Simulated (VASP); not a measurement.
# Cs3Pt (P1) in VASP: convergence with ENCUT

Aim: find how far ENCUT must go before the results for Cs3Pt settle, at r2SCAN. This setting moves, with any that are tied to it; all else stays.

All numbers are computed with VASP 6.6.1; they aren't measurements. Logs are shortened: lines on timing, memory, paths and dates and some standing lists are left out, and cuts for length are marked.

## Step 1: The cell of the first run

The typed cell holds 4 atoms: a = 5.778 Å, b = 5.778 Å, c = 5.778 Å, α = 90.00°, β = 90.00°, γ = 90.00°.

The cell comes from a database or a generator and needn't be the stable form of this composition.

The cell isn't the ideal one: atoms moved at random, drawn with an rms of 0.02 Å.

## Step 2: With ENCUT 200 eV

Input file INCAR:

```
  PREC = Accurate
  ENCUT = 200
  EDIFF = 1E-7
  ISMEAR = 1
  SIGMA = 0.1
  LREAL = False
  LASPH = True
  NELM = 60
  ALGO = Normal
  ISIF = 2
  LWAVE = False
  LCHARG = False
  METAGGA = R2SCAN
  LMIXTAU = True
```

Input file KPOINTS:

```
regular mesh
0
Gamma
  4 4 4
```

Input file POSCAR:

```
Cs3Pt
1.0
    5.7776530000      0.0000000000      0.0000000000
    0.0000000000      5.7776530000      0.0000000000
    0.0000000000      0.0000000000      5.7776530000
Pt Cs
1 3
Direct
    0.5008810000      0.5035560000      0.4951530000
    0.5006380000     -0.0004380000     -0.0021550000
   -0.0014390000      0.4995890000      0.0010030000
   -0.0055640000      0.0005720000      0.4981060000
```

Potentials or basis: VASP PAW PBE potentials, release 64 (Pt, Cs_sv).

Command:

```bash
$ cat potpaw_PBE.64/Pt/POTCAR potpaw_PBE.64/Cs_sv/POTCAR > POTCAR
$ mpirun -np 1 vasp_std > vasp.out
```

OUTCAR:

```text
PREC = Accurate
   ENCUT = 200
   EDIFF = 1E-7
   ISMEAR = 1
   LREAL = False
   LASPH = True
   NELM = 60
   ISIF = 2
   METAGGA = R2SCAN

 Found     36 irreducible k-points:

 Following reciprocal coordinates:
            Coordinates               Weight
  0.000000  0.000000  0.000000      1.000000
  0.250000  0.000000  0.000000      2.000000
  0.000000  0.250000  0.000000      2.000000
  0.000000  0.000000  0.250000      2.000000
  0.500000  0.000000  0.000000      1.000000
  0.000000  0.500000  0.000000      1.000000
   k-points           NKPTS =     36   k-points in BZ     NKDIM =     36   number of bands    NBANDS=     22
   number of dos      NEDOS =    301   number of ions     NIONS =      4
   total plane-waves  NPLWV =  21952
   dimension x,y,z NGX =    28 NGY =   28 NGZ =   28
   dimension x,y,z NGXF=    56 NGYF=   56 NGZF=   56
   ions per type =               1   3
   NGX,Y,Z   is equivalent  to a cutoff of   8.06,  8.06,  8.06 a.u.
   NGXF,Y,Z  is equivalent  to a cutoff of  16.11, 16.11, 16.11 a.u.
 SYSTEM =  unknown system
   PREC   = accura    normal or accurate (medium, high low for compatibility)
   ISTART =      0    job   : 0-new  1-cont  2-samecut
   ICHARG =      2    charge: 1-file 2-atom 10-const
   ISPIN  =      1    spin polarized calculation?
   LNONCOLLINEAR =      F non collinear calculations
   LSORBIT =      F    spin-orbit coupling
   LASPH  =      T    aspherical Exc in radial PAW
   ENCUT  =  200.0 eV  14.70 Ry    3.83 a.u.   6.66  6.66  6.66*2*pi/ulx,y,z
   NELM   =     60;   NELMIN=  2; NELMDL= -5     # of ELM steps
   EDIFF  = 0.1E-06   stopping-criterion for ELM
   LREAL  =      F    real-space projection
   EDIFFG = 0.1E-05   stopping-criterion for IOM
   NSW    =      0    number of steps for IOM
   IBRION =     -1    ionic relax: 0-MD 1-quasi-New 2-CG
   NFREE  =      0    steps in history (QN), initial steepest desc. (CG)
[... 37 lines left out ...]
  ext. energy  EPLUGINS =         0.00000000
  ---------------------------------------------------
  free energy    TOTEN  =      -125.81597550 eV

  energy without entropy =     -125.81534007  energy(sigma->0) =     -125.81576369

 E-fermi :   3.0872     XC(G=0):  -8.2435

 val. band max:        2.9384008945   @ k =   0.2500   0.2500   0.2500
 cond. band min:       3.1323589880   @ k =   0.0000   0.2500   0.5000
 fundamental gap:      0.1939580936
 Fermi energy:         3.0871794119

 k-point     1 :       0.0000    0.0000    0.0000
  band No.  band energies     occupation
      1     -21.7195      2.00000
      2     -21.4782      2.00000
      3     -21.4781      2.00000
      4      -8.6457      2.00000
      5      -8.6451      2.00000
      6      -8.6451      2.00000
[... 139 lines left out ...]
     21       4.5543     -0.00000
     22       4.5564     -0.00000

 [... further k-points ...]

------------------------ aborting loop because EDIFF is reached ----------------------------------------

  FORCE on cell =-STRESS in cart. coord.  units (eV):
  Direction    XX          YY          ZZ          XY          YZ          ZX
  --------------------------------------------------------------------------------------
  -------------------------------------------------------------------------------------
  Total       -4.1153091     -4.1154698     -4.1139132      0.0003814     -0.0009856     -0.0006010
  in kB      -34.1868176    -34.1881530    -34.1752219      0.0031685     -0.0081874     -0.0049928
  external PRESSURE =     -34.1833975 kB  Pullay stress =       0.0000000 kB

 VOLUME and BASIS-vectors are now :
 -----------------------------------------------------------------------------
  energy-cutoff  :      200.00
  volume of cell :      192.87
      direct lattice vectors                 reciprocal lattice vectors
     5.777653000  0.000000000  0.000000000     0.173080661  0.000000000  0.000000000
     0.000000000  5.777653000  0.000000000     0.000000000  0.173080661  0.000000000
     0.000000000  0.000000000  5.777653000     0.000000000  0.000000000  0.173080661

 POSITION                                       TOTAL-FORCE (eV/Angst)
 -----------------------------------------------------------------------------------
      2.89392      2.90937      2.86082         0.011206      0.003165     -0.008312
      2.89251      5.77512      5.76520        -0.031916     -0.006367      0.003176
      5.76934      2.88645      0.00579         0.008182      0.010802     -0.001380
      5.74551      0.00330      2.87788         0.012528     -0.007601      0.006516
 -----------------------------------------------------------------------------------
    total drift:                               -0.000050      0.002588     -0.003389

  FREE ENERGIE OF THE ION-ELECTRON SYSTEM (eV)
  ---------------------------------------------------
  free  energy   TOTEN  =      -125.8159754989 eV

  energy  without entropy=     -125.8153400698  energy(sigma->0) =     -125.81576369
```

Wall time 2.2 min (1 thread of AMD EPYC 9R45 (Zen 5), shared host); peak memory 0.15 GiB.

Results:

```yaml
Free_energy: -125.8160 eV
Largest_force: 0.033 eV/Å
Band_gap_on_the_k_mesh: none (metal or under the smearing width)
```

## Step 3: With ENCUT 250 eV

Edit INCAR of step 2 so:

```diff
@@ -1,3 +1,3 @@
   PREC = Accurate
-  ENCUT = 200
+  ENCUT = 250
   EDIFF = 1E-7
```

KPOINTS is that of step 2.

POSCAR is that of step 2.

Potentials or basis: VASP PAW PBE potentials, release 64 (Pt, Cs_sv).

Command:

```bash
$ cat potpaw_PBE.64/Pt/POTCAR potpaw_PBE.64/Cs_sv/POTCAR > POTCAR
$ mpirun -np 1 vasp_std > vasp.out
```

Run time: 2.7 min. Hardware: 1 thread of AMD EPYC 9R45 (Zen 5), shared host; peak memory 0.16 GiB.

Results:

```
Free energy            : -125.8846 eV
Largest force          : 0.033 eV/Å
Band gap on the k mesh : none (metal or under the smearing width)
```

## Step 4: With ENCUT 300 eV

Edit INCAR of step 3 so:

```diff
@@ -1,3 +1,3 @@
   PREC = Accurate
-  ENCUT = 250
+  ENCUT = 300
   EDIFF = 1E-7
```

KPOINTS is that of step 3.

POSCAR is that of step 3.

Command:

```bash
$ cat potpaw_PBE.64/Pt/POTCAR potpaw_PBE.64/Cs_sv/POTCAR > POTCAR
$ mpirun -np 1 vasp_std > vasp.out
```

It took 4.4 min on 1 thread of AMD EPYC 9R45 (Zen 5), shared host; peak memory 0.22 GiB.

What came out:

| Item | Value |
| --- | --- |
| Free energy | -125.8841 eV |
| Pressure | -1.1 GPa |
| Largest force | 0.033 eV/Å |
| Band gap on the k mesh | none (metal or under the smearing width) |

## Step 5: With ENCUT 350 eV

Edit INCAR of step 4 so:

```diff
@@ -1,3 +1,3 @@
   PREC = Accurate
-  ENCUT = 300
+  ENCUT = 350
   EDIFF = 1E-7
```

KPOINTS is that of step 4.

POSCAR is that of step 4.

Command:

```bash
$ cat potpaw_PBE.64/Pt/POTCAR potpaw_PBE.64/Cs_sv/POTCAR > POTCAR
$ mpirun -np 1 vasp_std > vasp.out
```

Run time: 4 min. Hardware: 1 thread of AMD EPYC 9R45 (Zen 5), shared host; peak memory 0.23 GiB.

What came out:

```
Free energy            : -125.8856 eV
Pressure               : -1.1 GPa
Largest force          : 0.033 eV/Å
Band gap on the k mesh : none (metal or under the smearing width)
```

## Step 6: With ENCUT 400 eV

Edit INCAR of step 5 so:

```diff
@@ -1,3 +1,3 @@
   PREC = Accurate
-  ENCUT = 350
+  ENCUT = 400
   EDIFF = 1E-7
```

KPOINTS is that of step 5.

POSCAR is that of step 5.

Potentials or basis: VASP PAW PBE potentials, release 64 (Pt, Cs_sv).

Command:

```bash
$ cat potpaw_PBE.64/Pt/POTCAR potpaw_PBE.64/Cs_sv/POTCAR > POTCAR
$ mpirun -np 1 vasp_std > vasp.out
```

Run time: 5.7 min. Hardware: 1 thread of AMD EPYC 9R45 (Zen 5), shared host; peak memory 0.28 GiB.

What came out:

* Free energy: -125.8929 eV
* Pressure: -1.0 GPa
* Largest force: 0.033 eV/Å
* Band gap on the k mesh: none (metal or under the smearing width)

## Step 7: With ENCUT 450 eV

Edit INCAR of step 6 so:

```diff
@@ -1,3 +1,3 @@
   PREC = Accurate
-  ENCUT = 400
+  ENCUT = 450
   EDIFF = 1E-7
```

KPOINTS is that of step 6.

POSCAR is that of step 6.

Command:

```bash
$ cat potpaw_PBE.64/Pt/POTCAR potpaw_PBE.64/Cs_sv/POTCAR > POTCAR
$ mpirun -np 1 vasp_std > vasp.out
```

It took 6.2 min on 1 thread of AMD EPYC 9R45 (Zen 5), shared host; peak memory 0.29 GiB.

What came out:

- Free energy: -125.8981 eV
- Pressure: -1.0 GPa
- Largest force: 0.033 eV/Å
- Band gap on the k mesh: none (metal or under the smearing width)

## Step 8: With ENCUT 500 eV

Edit INCAR of step 7 so:

```diff
@@ -1,3 +1,3 @@
   PREC = Accurate
-  ENCUT = 450
+  ENCUT = 500
   EDIFF = 1E-7
```

KPOINTS is that of step 7.

POSCAR is that of step 7.

Command:

```bash
$ cat potpaw_PBE.64/Pt/POTCAR potpaw_PBE.64/Cs_sv/POTCAR > POTCAR
$ mpirun -np 1 vasp_std > vasp.out
```

Wall time 6.6 min (1 thread of AMD EPYC 9R45 (Zen 5), shared host); peak memory 0.34 GiB.

Results:

- Free energy: -125.8995 eV
- Pressure: -1.0 GPa
- Largest force: 0.033 eV/Å
- Band gap on the k mesh: none (metal or under the smearing width)

## Step 9: With ENCUT 600 eV

Edit INCAR of step 8 so:

```diff
@@ -1,3 +1,3 @@
   PREC = Accurate
-  ENCUT = 500
+  ENCUT = 600
   EDIFF = 1E-7
```

KPOINTS is that of step 8.

POSCAR is that of step 8.

Potentials or basis: VASP PAW PBE potentials, release 64 (Pt, Cs_sv).

Command:

```bash
$ cat potpaw_PBE.64/Pt/POTCAR potpaw_PBE.64/Cs_sv/POTCAR > POTCAR
$ mpirun -np 1 vasp_std > vasp.out
```

It took 9.9 min on 1 thread of AMD EPYC 9R45 (Zen 5), shared host; peak memory 0.44 GiB.

Results:

| Property | Result |
| --- | --- |
| Free energy | -125.8978 eV |
| Pressure | -0.9 GPa |
| Largest force | 0.033 eV/Å |
| Band gap on the k mesh | none (metal or under the smearing width) |

## Step 10: With ENCUT 800 eV

Edit INCAR of step 9 so:

```diff
@@ -1,3 +1,3 @@
   PREC = Accurate
-  ENCUT = 600
+  ENCUT = 800
   EDIFF = 1E-7
```

KPOINTS is that of step 9.

POSCAR is that of step 9.

Command:

```bash
$ cat potpaw_PBE.64/Pt/POTCAR potpaw_PBE.64/Cs_sv/POTCAR > POTCAR
$ mpirun -np 1 vasp_std > vasp.out
```

Run time: 15 min. Hardware: 1 thread of AMD EPYC 9R45 (Zen 5), shared host; peak memory 0.58 GiB.

Results (log left out):

* Free energy: -125.9002 eV
* Pressure: -0.9 GPa
* Largest force: 0.033 eV/Å
* Band gap on the k mesh: none (metal or under the smearing width)

## Step 11: Summary

```csv
ENCUT,"energy less the tightest run, at zero smearing (meV/atom)",SCF cycles,CPU time (s),peak memory (GiB)
200 eV,21.07,23,130,0.15
250 eV,3.90,23,160,0.16
300 eV,4.03,24,270,0.22
350 eV,3.66,24,240,0.23
400 eV,1.83,23,340,0.28
450 eV,0.54,25,370,0.29
500 eV,0.19,23,400,0.34
600 eV,0.60,24,590,0.44
800 eV,0.00,24,920,0.58
```

Against the tightest run, the energy stays within 1 meV/atom from 450 eV on. The tightest run that finished is the yardstick and may itself not be fully converged.

Caveats: the PAW data sets were made with another functional, which shifts forces and pressure a little.
